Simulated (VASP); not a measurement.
**BiB: single point with PBE**

The system is BiB.

```
B Bi
1.0
     0.00000    2.61532    2.82491
     2.61532    0.00000    2.82491
     2.61532    2.61532    0.00000
B Bi
1 1
Direct
  0.00000 0.00000 0.00000
  0.25000 0.25000 0.25000
```

The cell was built by a generator and needn't be a form met in nature.

The cell isn't the ideal one: epitaxial_xy strain -4.7%.

| Quantity | Value |
| --- | --- |
| Program | VASP 6.6.1 |
| Task | single point |
| Functional | PBE |
| Potentials or basis | VASP PAW PBE potentials, release 64 (B, Bi_d) |
| Cutoff | 520 eV |
| k mesh | 8 × 8 × 8 |
| Occupations | fermi-dirac, width 0.02 eV |
| Spin | no spin polarisation |

| Item | Value |
| --- | --- |
| Pressure | 7.4 GPa |
| Band gap on the k mesh | 0.19 eV, indirect (least direct gap 0.52 eV) |

Stress tensor (GPa, compression positive):
```
10.35  0.00  0.00
 0.00 10.35  0.00
 0.00  0.00  1.60
```

Levels at points of the mesh, in eV from the valence-band top:
```tsv
k point	band 7	band 8	band 9	band 10	band 11	band 12
(0.00, 0.00, 0.00)	-0.70	0.00	0.00	0.52	2.57	2.57
(0.50, 0.00, 0.00)	-8.32	-2.34	-1.56	0.31	3.95	4.34
(0.50, 0.50, 0.00)	-8.69	-3.55	-3.55	1.12	1.23	7.88
(0.50, 0.00, 0.50)	-8.22	-4.20	-4.07	0.40	0.48	8.29
```

It took 39 s on 1 thread of Intel(R) Xeon(R) Platinum 8259CL CPU @ 2.50GHz (Skylake/Cascade Lake), with other jobs on the host, peak memory 0.18 GiB.

Caveat: spin-orbit coupling is left out, which as a rule narrows the gap of such compounds by several tenths of an eV. A k mesh can miss the band edges.
